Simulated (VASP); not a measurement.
VASP input:

KPOINTS:
```
Automatic mesh
0
Gamma
6 6 4
0 0 0
```

**POSCAR**
```
PtSe2
1.0
  1.8798552993  -3.2560051381   0.0000000000
  1.8798552993   3.2560051381   0.0000000000
  0.0000000000   0.0000000000   6.0608694389
Pt Se
1 2
Cartesian
  0.0000000000   0.0000000000   0.0000000000
  1.8798552993   1.0853372167   1.3022279017
  1.8798552993  -1.0853372167   4.7586415372
```

### INCAR
```
SYSTEM = PtSe2
PREC = Accurate; ENCUT = 480; LREAL = .FALSE.
LASPH = .TRUE.
EDIFF = 1E-7; NELM = 100; ALGO = Normal
LMAXMIX = 6
ISMEAR = 0; SIGMA = 0.05
GGA = PE
IBRION = 2; NSW = 40; ISIF = 3
EDIFFG = -0.01; PSTRESS = 50
LWAVE = .FALSE.; LCHARG = .FALSE.
```

POTCAR, in this order: Pt Se (PBE.64 set). Program: vasp_std.

Translate this PBE calculation to Quantum ESPRESSO's pw.x.

One equivalent input (not run):
```
&CONTROL
  calculation = 'vc-relax'
  pseudo_dir = './pseudo'
  outdir = './out'
  tprnfor = .true.
  tstress = .true.
  nstep = 40
  forc_conv_thr = 0.00039
/
&SYSTEM
  ibrav = 0
  nat = 3
  ntyp = 2
  ecutwfc = 86
  occupations = 'smearing'
  smearing = 'gaussian'
  degauss = 0.003675
  input_dft = 'pbe'
/
&ELECTRONS
  conv_thr = 7.3e-09
  electron_maxstep = 100
/
&IONS
/
&CELL
  press = 50
/
ATOMIC_SPECIES
  Pt 195.084 Pt.upf
  Se 78.971 Se.upf
CELL_PARAMETERS angstrom
     1.8798553   -3.2560051   -0.0000000
     1.8798553    3.2560051    0.0000000
     0.0000000    0.0000000    6.0608694
ATOMIC_POSITIONS crystal
  Pt   0.0000000  0.0000000  0.0000000
  Se   0.3333330  0.6666670  0.2148583
  Se   0.6666670  0.3333330  0.7851417
K_POINTS automatic
  6 6 4 0 0 0
```
What does not carry over: the potentials are each code's own (VASP's PAW set, PseudoDojo norm-conserving files in pw.x), so ENCUT and ecutwfc are chosen apart and not converted; conv_thr bounds pw.x's estimated SCF error, while EDIFF bounds the energy change between steps; forc_conv_thr acts on force components and is met together with etot_conv_thr.

The compound is PtSe2 in the 1T layered structure. This run relaxes it under an external pressure of 5 GPa. Symmetry was kept, so distortions that lower it aren't found. The k-mesh is coarse (spacing up to 0.33 per Å, 2π included), so the numbers may not be converged in it.
